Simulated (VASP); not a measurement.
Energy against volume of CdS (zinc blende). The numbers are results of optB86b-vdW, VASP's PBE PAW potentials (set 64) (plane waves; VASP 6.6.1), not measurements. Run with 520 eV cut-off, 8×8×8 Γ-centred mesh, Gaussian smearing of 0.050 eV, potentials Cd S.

```
V (Å³/atom)  E (eV/atom)
-----------  -----------
24.715          -0.74016
25.480          -0.74474
26.244          -0.74098
27.009          -0.73019
```

Task: Fit these four points and predict the energy of the run at 23.951 Å³/atom.

Result: A cubic in V^(−2/3), the third-order Birch-Murnaghan form, passes through the four points with V0 = 25.50 Å³/atom and B0 = 58 GPa, and gives -0.7257 eV/atom there. The run gave -0.7257 eV/atom, -0.1 meV/atom from the fit; all five points give B0 = 58 GPa.

The compound is CdS in the zinc blende structure, a metastable form; wurtzite is the usual one. It was relaxed first.
